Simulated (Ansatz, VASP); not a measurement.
# Al2O3 (liquid Al2O3 at 2400 K) in two plane-wave programs

One calculation is typed for both programs; each brings its own data sets. How far apart do they land? The structure shown is the start of the Ansatz relaxation below; VASP solves that cell, so the two are compared at the walk's first step.

Program: Ansatz 0.2.0. Level of theory: plane waves, with VASP 6.6.1 beside it; single point at PBEsol. Results are calculated unless marked as measured.

**1. Set-up**

The cell holds 135 atoms: 54 Al and 81 O. Its edges and angles: a = 11.608 Å, b = 11.608 Å, c = 11.608 Å, α = 90.0°, β = 90.0°, γ = 90.0°. As first built, before any earlier steps moved the atoms (in the runner's words): 135 atoms (54 Al, 81 O) placed at random at 2.92 g/cm^3, melted at 4500 K for 20 ps at fixed volume with the Morse and Coulomb pair potential with partial charges (Pedone, Malavasi, Menziani, Cormack and Segre, J. Phys. Chem. B 110, 11780 (2006)). Snapshot at the end of a hold of 20 ps at 2400 K and fixed volume. The density is a measured one.

**2. Ansatz: relaxation, PBEsol**

Ansatz runs on its default PAW (the set named soft_2) files.

The two programs are compared at the cell with which this relaxation starts, whose forces are those of its first step.

The input, input.yaml:

```yaml
crystal:
  lattice:
    - [11.6084, 0.0, 0.0]
    - [0.0, 11.6084, 0.0]
    - [0.0, 0.0, 11.6084]
  atoms:
    - { symbol: Al, position: [0.49206, 0.73836, 0.64875] }
    - { symbol: Al, position: [0.50308, 0.66782, 0.42222] }
    - { symbol: Al, position: [0.18017, 0.24431, 0.33566] }
    - { symbol: Al, position: [0.51847, 0.85022, 0.26179] }
    - { symbol: Al, position: [0.78477, 0.8803, 0.24176] }
    - { symbol: Al, position: [0.53637, 0.04576, 0.46982] }
    - { symbol: Al, position: [0.92405, 0.00051, 0.92866] }
    - { symbol: Al, position: [0.06626, 0.05125, 0.40239] }
    - { symbol: Al, position: [0.86837, 0.63555, 0.4298] }
    - { symbol: Al, position: [0.50258, 0.57018, 0.19068] }
    - { symbol: Al, position: [0.39664, 0.31637, 0.1597] }
    - { symbol: Al, position: [0.75268, 0.97381, 0.71822] }
    - { symbol: Al, position: [0.85744, 0.66446, 0.11195] }
    - { symbol: Al, position: [0.51606, 0.30245, 0.51145] }
    - { symbol: Al, position: [0.35058, 0.27039, 0.84132] }
    - { symbol: Al, position: [0.06139, 0.87266, 0.16046] }
    - { symbol: Al, position: [0.50646, 0.95869, 0.84195] }
    - { symbol: Al, position: [0.70969, 0.0543, 0.05157] }
    - { symbol: Al, position: [0.44541, 0.45367, 0.94246] }
    - { symbol: Al, position: [0.19617, 0.4624, 0.80473] }
    - { symbol: Al, position: [0.07722, 0.25585, 0.84034] }
    - { symbol: Al, position: [0.08591, 0.76918, 0.94274] }
    - { symbol: Al, position: [0.71951, 0.479, 0.85044] }
    - { symbol: Al, position: [0.34817, 0.79868, 0.11356] }
    - { symbol: Al, position: [0.69038, 0.82977, 0.48738] }
    - { symbol: Al, position: [0.76471, 0.34148, 0.41898] }
    - { symbol: Al, position: [0.4459, 0.70461, 0.87512] }
    - { symbol: Al, position: [0.00981, 0.78725, 0.53979] }
    - { symbol: Al, position: [0.15, 0.59445, 0.53307] }
    - { symbol: Al, position: [0.3407, 0.44696, 0.35996] }
[... 99 atom lines left out ...]
    - { symbol: O, position: [0.29236, 0.50158, 0.92155] }
    - { symbol: O, position: [0.13588, 0.96431, 0.23005] }
    - { symbol: O, position: [0.5049, 0.07875, 0.97658] }
    - { symbol: O, position: [0.36081, 0.94207, 0.15676] }
    - { symbol: O, position: [0.59609, 0.75972, 0.38715] }
    - { symbol: O, position: [0.06503, 0.94844, 0.98198] }
kpoints:
  mp_grid: { grid: [1, 1, 1] }
hamiltonian:
  xc: pbesol
scf:
  occupations: { method: fermi_dirac, width: 0.025 }
output:
  forces: true
relax:
  f_tol: 0.05
  max_steps: 200
```

Started as:

```bash
ansatz run input.yaml --threads 4 --pin off --max-ram 8192MiB --backend cpu --events-out ev --progress --plain --runs-dir out
```

Numbers of over 12 decimals in the logs are rounded to 6 here.

The log of the run:

```text
Engine: ansatz 0.2.0, x86_64-unknown-linux-gnu
Pseudopotentials: kind: paw
Pseudopotential: Al, paw, valence charge 3, recommended cutoff 420 eV (normal), Al.paw.azcp
Pseudopotential: O, paw, valence charge 6, recommended cutoff 420 eV (normal), O.paw.azcp
Functional definition: PBEsol
  exchange = pbesol_x
  correlation = pbesol_c
Crystal: 135 atoms, lattice volume = 1564.289 Å³
Basis set: ecut = 420 eV, 30647 PW (Γ), exchange–correlation on 160×160×160 points (8 copies of the dense FFT grid, shifted against one another)
Bands: 459, of which v1, the nominal top of the filled ones, is band 324 counted from 1 (323 counted from 0)
Symmetry: 1 space group operations
Space group: P1 (ITA 1), of the structure as read, at distance tolerance 1.2e-4 Å
k-points: 1
Non-local potential: Al, projectors of the file, l = 0: 2, l = 1: 2, l = 2: 1
Non-local potential: O, projectors of the file, l = 0: 2, l = 1: 2, l = 2: 1
PAW form: soft (Blöchl's): semilocal exchange-correlation on the pseudo side does not see the compensation charge
PAW frozen core: Al, regenerated for the run's functional, and the local potential with it (the file was generated under x = pbe(κ = 0.804, μ = 0.219515), c = pbe(β = 0.066725))
PAW frozen core: O, regenerated for the run's functional, and the local potential with it (the file was generated under x = pbe(κ = 0.804, μ = 0.219515), c = pbe(β = 0.066725))
PAW one-centre angular grid: Al, 110 points (default); XC on 64 Gauss nodes
PAW one-centre angular grid: O, 110 points (default); XC on 64 Gauss nodes
Initial density: superposition of atomic densities (neutral atoms: chi_scale 0, normalization atom), corrected by the library's trained network
Initial wavefunctions: pseudopotential atomic-orbital guess
Functional: x = pbesol(κ = 0.804, μ = 0.123457), c = pbesol(β = 0.046)
SCF iter   1: F=—  HF=-73874.274726 eV  |F-HF|=—  |Δ(HF+E_count)|=         —  Δρ=1.30e-2  dr2=2.22e0  ethr=1.77e-3  ⟨swp⟩=6.0  Hψ=2064  notcnv=0  defer=57
preconditioner: auto → Resta (q_TF=auto, 2.356 Å⁻¹)  ε∞=3.8  [insulator: Δε(μ)=1.121 eV  Ē_g=14.369 eV  σ=0.025 eV  W_gap=1.00  n_scr=340 (ndim 8)  ℏωp=23.9 eV  f_vac=0.045  D(μ)=0.00/eV (n_scr^D=0)  ε∞_Penn≈3.8]
SCF iter   2: F=—  HF=-73873.663288 eV  |F-HF|=—  |Δ(HF+E_count)|=   6.11e-1  Δρ=2.77e-3  dr2=1.04e-1  ethr=3.43e-4  ⟨swp⟩=2.0  Hψ=783  notcnv=0  defer=130
SCF iter   3: F=—  HF=-73873.651816 eV  |F-HF|=—  |Δ(HF+E_count)|=   1.15e-2  Δρ=1.25e-3  dr2=3.46e-2  ethr=1.61e-5  ⟨swp⟩=2.0  Hψ=596  notcnv=0  defer=130
SCF iter   4: F=—  HF=-73873.652057 eV  |F-HF|=—  |Δ(HF+E_count)|=   2.41e-4  Δρ=1.14e-3  dr2=1.88e-2  ethr=5.34e-6  ⟨swp⟩=2.0  Hψ=719  notcnv=0  defer=130
SCF iter   5: F=—  HF=-73873.648554 eV  |F-HF|=—  |Δ(HF+E_count)|=   3.50e-3  Δρ=2.03e-4  dr2=8.31e-4  ethr=2.90e-6  ⟨swp⟩=2.0  Hψ=611  notcnv=0  defer=130
SCF iter   6: F=—  HF=-73873.648725 eV  |F-HF|=—  |Δ(HF+E_count)|=   1.72e-4  Δρ=1.49e-4  dr2=3.15e-4  ethr=1.28e-7  ⟨swp⟩=2.0  Hψ=653  notcnv=0  defer=130
SCF iter   7: F=-73873.648730 eV  HF=-73873.648713 eV  |F-HF|=1.72e-5  |Δ(HF+E_count)|=   1.27e-5  Δρ=2.89e-5  dr2=1.49e-5  ethr=9.65e-9  ⟨swp⟩=2.0  Hψ=1395  notcnv=0
SCF 1 converged in 7 iterations: F = -73873.648730 eV  dr2 = 1.49e-5
  greatest PAW one-centre occupation: 0.873 electrons in one spin orbital (limit 2), on the O atom at site 119 (counted from 0), in its partial waves of l = 0
relax step   1: F+E_penalty+E_count = -73873.64872992 eV  Δ(F+E_penalty+E_count) = +0.000e0 eV  max|allowed force component| = 1.016e1 eV/Å  Δτ_max = 0.0000 Å  (7 SCF iters, dr2 threshold 6.25e-5 eV, accepted)
Initial density: handed on by an earlier stage of this run
Initial wavefunctions: those handed on with the density
iter 1 solved again at ethr=5.33e-4 eV; its pass at ethr=3.10e-3 eV (dr2=3.45e0 eV) is discarded
SCF iter   1: F=—  HF=-73897.770525 eV  |F-HF|=—  |Δ(HF+E_count)|=         —  Δρ=1.54e-2  dr2=3.47e0  ethr=5.33e-4  ⟨swp⟩=1.0  Hψ=1606  notcnv=0  defer=122
preconditioner: auto → Resta (q_TF=auto, 2.356 Å⁻¹)  ε∞=3.7  [insulator: Δε(μ)=2.027 eV  Ē_g=14.647 eV  σ=0.025 eV  W_gap=1.00  n_scr=340 (ndim 8)  ℏωp=23.9 eV  f_vac=0.047  D(μ)=0.00/eV (n_scr^D=0)  ε∞_Penn≈3.7]
SCF iter   2: F=—  HF=-73896.921283 eV  |F-HF|=—  |Δ(HF+E_count)|=   8.49e-1  Δρ=7.48e-3  dr2=8.72e-1  ethr=5.33e-4  ⟨swp⟩=3.0  Hψ=658  notcnv=0  defer=122
SCF iter   3: F=—  HF=-73896.719390 eV  |F-HF|=—  |Δ(HF+E_count)|=   2.02e-1  Δρ=4.18e-3  dr2=2.30e-1  ethr=1.35e-4  ⟨swp⟩=2.0  Hψ=581  notcnv=0  defer=130
SCF iter   4: F=—  HF=-73896.667736 eV  |F-HF|=—  |Δ(HF+E_count)|=   5.17e-2  Δρ=8.03e-4  dr2=1.10e-2  ethr=3.55e-5  ⟨swp⟩=2.0  Hψ=801  notcnv=0  defer=131
SCF iter   5: F=—  HF=-73896.667996 eV  |F-HF|=—  |Δ(HF+E_count)|=   2.60e-4  Δρ=6.26e-4  dr2=5.34e-3  ethr=1.69e-6  ⟨swp⟩=2.0  Hψ=616  notcnv=0  defer=131
[...]
- { symbol: Al, position: [0.130645, 0.565513, 0.555321] }
    - { symbol: Al, position: [0.313751, 0.443361, 0.389960] }
    - { symbol: Al, position: [0.245291, 0.809830, 0.478464] }
    - { symbol: Al, position: [0.813888, 0.074738, 0.455910] }
    - { symbol: Al, position: [0.192309, 0.059741, 0.598758] }
    - { symbol: Al, position: [0.359319, 0.063983, 0.049076] }
    - { symbol: Al, position: [0.289259, 0.034042, 0.264595] }
    - { symbol: Al, position: [0.177188, 0.626661, 0.293433] }
    - { symbol: Al, position: [0.708346, 0.833494, 0.947313] }
    - { symbol: Al, position: [0.309576, 0.858523, 0.730666] }
    - { symbol: Al, position: [0.898932, 0.747062, 0.793158] }
    - { symbol: Al, position: [0.930494, 0.478621, 0.186774] }
    - { symbol: Al, position: [0.161423, 0.00164449, 0.869835] }
    - { symbol: Al, position: [0.995684, 0.550114, 0.904786] }
    - { symbol: Al, position: [-0.015118, 0.265436, 0.543170] }
    - { symbol: Al, position: [0.664483, 0.526072, 0.561026] }
    - { symbol: Al, position: [0.259850, 0.602219, 0.00336362] }
    - { symbol: Al, position: [0.908014, 0.196639, 0.213937] }
    - { symbol: Al, position: [0.594353, 0.157109, 0.709480] }
    - { symbol: Al, position: [0.796993, 0.367316, 0.708350] }
    - { symbol: Al, position: [0.547527, 0.222537, -0.018863] }
    - { symbol: Al, position: [0.963430, 0.062458, 0.678255] }
    - { symbol: Al, position: [0.266796, 0.322738, 0.609825] }
    - { symbol: Al, position: [0.823429, 0.291087, 0.985273] }
    - { symbol: Al, position: [0.634774, 0.263571, 0.250526] }
    - { symbol: Al, position: [0.703433, 0.540670, 0.295972] }
    - { symbol: O, position: [0.180867, 0.458971, 0.655374] }
    - { symbol: O, position: [0.136388, 0.302450, 0.495758] }
    - { symbol: O, position: [0.108452, 0.039827, 0.733171] }
    - { symbol: O, position: [0.853396, 0.222285, 0.451154] }
    - { symbol: O, position: [0.832842, 0.016401, 0.596546] }
    - { symbol: O, position: [0.706389, 0.192555, 1.012199] }
    - { symbol: O, position: [0.274441, 0.084438, 0.925374] }
    - { symbol: O, position: [0.395225, 0.761382, 0.494440] }
    - { symbol: O, position: [0.234495, 0.766945, 0.321577] }
    - { symbol: O, position: [0.557570, 0.843545, 0.915446] }
    - { symbol: O, position: [0.884073, 0.014651, 0.801083] }
    - { symbol: O, position: [0.575584, 0.368533, 0.924511] }
    - { symbol: O, position: [0.090102, 0.880841, 0.457754] }
    - { symbol: O, position: [0.551758, 0.621496, 0.534962] }
    - { symbol: O, position: [0.631933, 0.834823, 0.606594] }
    - { symbol: O, position: [-0.00591519, 0.631221, 0.500511] }
    - { symbol: O, position: [-0.064334, 0.202344, 0.927028] }
    - { symbol: O, position: [0.536579, 0.574865, 0.891709] }
    - { symbol: O, position: [0.035030, 0.590537, 0.259683] }
    - { symbol: O, position: [0.750192, 0.165101, 0.236564] }
    - { symbol: O, position: [0.696706, 0.495658, 0.706495] }
    - { symbol: O, position: [0.704994, 0.388387, 0.296448] }
    - { symbol: O, position: [0.280767, 0.172395, 0.645973] }
    - { symbol: O, position: [0.422979, 0.464654, 0.110998] }
[...]
- { symbol: O, position: [0.955244, 0.769220, 0.941212] }
    - { symbol: O, position: [0.130621, 0.629564, 0.930395] }
    - { symbol: O, position: [0.299056, 0.486298, 0.916651] }
    - { symbol: O, position: [0.127768, 0.985913, 0.241318] }
    - { symbol: O, position: [0.507240, 0.062710, 1.006190] }
    - { symbol: O, position: [0.333422, 0.941591, 0.141958] }
    - { symbol: O, position: [0.579518, 0.800660, 0.375148] }
    - { symbol: O, position: [0.050156, 0.981494, 0.977285] }
```

**3. VASP: single point, PBEsol, start cell**

The same cell, functional, mesh and smearing now go to VASP, with its own data sets.

Lines of VASP's logs that name or quote its potential files are left out, and so is its time.

The input, INCAR:

```
SYSTEM = Al2O3
PREC = Accurate
ENCUT = 520
EDIFF = 1E-06
NELM = 120
ISMEAR = -1
SIGMA = 0.025
LREAL = Auto
ALGO = Normal
GGA = PS
NBANDS = 418
LORBIT = 11
LWAVE = .FALSE.
LCHARG = .FALSE.
ISIF = 2
LASPH = .TRUE.
GGA_COMPAT = .FALSE.
EFERMI = MIDGAP
```

The input, POSCAR:

```
Al2O3
1.0
   11.6084000000      0.0000000000      0.0000000000
    0.0000000000     11.6084000000      0.0000000000
    0.0000000000      0.0000000000     11.6084000000
Al O
54 81
Direct
    0.4920574756      0.7383618759      0.6487543503
    0.5030839737      0.6678181317      0.4222201165
    0.1801712553      0.2443058475      0.3356621068
    0.5184693842      0.8502205300      0.2617931842
    0.7847679267      0.8803021950      0.2417559698
    0.5363702147      0.0457599669      0.4698235760
    0.9240463802      0.0005082526      0.9286637263
    0.0662623617      0.0512473726      0.4023896489
    0.8683711795      0.6355483960      0.4298008339
    0.5025843355      0.5701819372      0.1906808863
    0.3966438097      0.3163743496      0.1597033183
    0.7526790944      0.9738120671      0.7182212880
    0.8574394404      0.6644584956      0.1119534130
    0.5160573378      0.3024533958      0.5114486062
    0.3505823369      0.2703904069      0.8413218015
    0.0613865821      0.8726611764      0.1604613900
    0.5064608387      0.9586937046      0.8419506564
    0.7096929809      0.0542968885      0.0515661073
    0.4454102202      0.4536714793      0.9424640777
    0.1961682919      0.4623979187      0.8047276110
    0.0772199442      0.2558492126      0.8403397540
    0.0859119258      0.7691757693      0.9427397402
    0.7195134558      0.4789979670      0.8504358913
    0.3481702905      0.7986802660      0.1135557010
    0.6903793804      0.8297698219      0.4873798284
    0.7647134833      0.3414768616      0.4189810827
    0.4459012439      0.7046104545      0.8751162951
    0.0098118604      0.7872488887      0.5397901520
    0.1500034458      0.5944488474      0.5330708797
    0.3407015609      0.4469608215      0.3599634747
[... 99 atom lines left out ...]
    0.2923572585      0.5015764446      0.9215481892
    0.1358757452      0.9643103270      0.2300489301
    0.5049016230      0.0787533166      0.9765773061
    0.3608076910      0.9420678130      0.1567571758
    0.5960942076      0.7597171014      0.3871506840
    0.0650304952      0.9484425071      0.9819785672
```

The input, KPOINTS:

```
Automatic mesh
0
Gamma
1 1 1
0 0 0
```

Potentials, in the order of the species: Al and O (PBE family, release 64).

Started as:

```bash
export OMP_NUM_THREADS=3
mpirun -np 1 vasp_gam
```

The log of the run:

```text
[banner, memory and clock lines left out]
running    1 mpi-ranks, on    1 nodes
[...]
Offloading initialized ...    1 GPUs detected
[...]
|                                                                             |
|               ----> ADVICE to this user running VASP <----                  |
|                                                                             |
|     You enforced a specific xc type in the INCAR file but a different       |
|     [... a line on the potential file left out ...]
|     I HOPE YOU KNOW WHAT YOU ARE DOING!                                     |
|                                                                             |

 LDA part: xc-table for (Slater+PW92), standard interpolation
 POSCAR, INCAR and KPOINTS ok, starting setup
[...]
entering main loop
       N       E                     dE             d eps       ncg     rms          rms(c)
DAV:   1     0.548126357196E+04    0.54813E+04   -0.37552E+05   844   0.152E+03
DAV:   2    -0.594988718771E+03   -0.60763E+04   -0.58315E+04  1030   0.357E+02
DAV:   3    -0.111372013362E+04   -0.51873E+03   -0.51400E+03   968   0.110E+02
DAV:   4    -0.112401800845E+04   -0.10298E+02   -0.10244E+02   960   0.168E+01
[...]
DAV:  17    -0.970181908793E+03   -0.84447E-05   -0.64427E-05   984   0.184E-02    0.124E-02
DAV:  18    -0.970181912193E+03   -0.34000E-05   -0.20211E-05   904   0.933E-03    0.835E-03
DAV:  19    -0.970181913061E+03   -0.86787E-06   -0.48637E-06   928   0.517E-03
   1 F= -.97018191E+03 E0= -.97018191E+03  d E =-.207949E-08
```

Parts of OUTCAR (step 3):

```text
  FREE ENERGIE OF THE ION-ELECTRON SYSTEM (eV)
  ---------------------------------------------------
  free  energy   TOTEN  =      -970.1819130609 eV

  energy  without entropy=     -970.1819130589  energy(sigma->0) =     -970.18191306

[... 1 further part left out ...]
```

The run ends at a pressure of 4.26 GPa, with forces up to 11 eV/Å.

**4. Differences**

Known differences besides the potentials themselves: the cutoff is 420 eV in Ansatz and 520 eV in VASP (PREC = Accurate, projectors in real space); Ansatz makes its cores anew for this functional, VASP keeps those of its PBE data sets. Total energies have different zeros and are not compared.

Forces on 7 of the 135 atoms, those with the largest forces and the largest differences (eV/Å; atoms numbered as in POSCAR):

```csv
atom,"Ansatz x, y, z","VASP x, y, z"
Al7,"5.272, -3.159, 7.648","5.374, -3.218, 7.796"
Al21,"-7.504, 2.285, 0.278","-7.672, 2.334, 0.229"
Al38,"-5.505, 5.346, -0.453","-5.595, 5.415, -0.501"
Al41,"1.786, -2.901, 7.496","1.804, -2.931, 7.540"
O65,"-2.994, 2.075, -10.157","-3.072, 2.093, -10.384"
O92,"-8.014, -2.457, 2.844","-8.231, -2.497, 2.911"
O116,"8.523, 6.074, -1.792","8.740, 6.206, -1.848"
```

The forces differ by 61 meV/Å r.m.s., which is 2.5 % of the r.m.s. force of 2.505 eV/Å (both taken over all components).

**5. What came out**

```
r.m.s. force difference (single point, PBEsol, start cell) : 2.5 % of the r.m.s. force
```

In words: The r.m.s. force difference is 2.5 % of the r.m.s. force (single point, PBEsol, start cell), within the 3 % picked in this series as the mark of a large difference. 1 further run of this series is not shown here. Such differences can come from data sets, numerical settings and the points named under the comparisons, not from the functional's error against experiment.

[Lines on the potential files, build, host, timing and source positions are cut from VASP's logs without a mark.]

[Logs are printed without paths, hosts, clocks, repeated set-up lines and the standing remarks that a program may print on its own settings, such as how far it seeks lower states.]

[Hosts, paths, dates, database ids (printed as entryN), source tags and the programs' standing remarks are cut or masked in the printed files.]
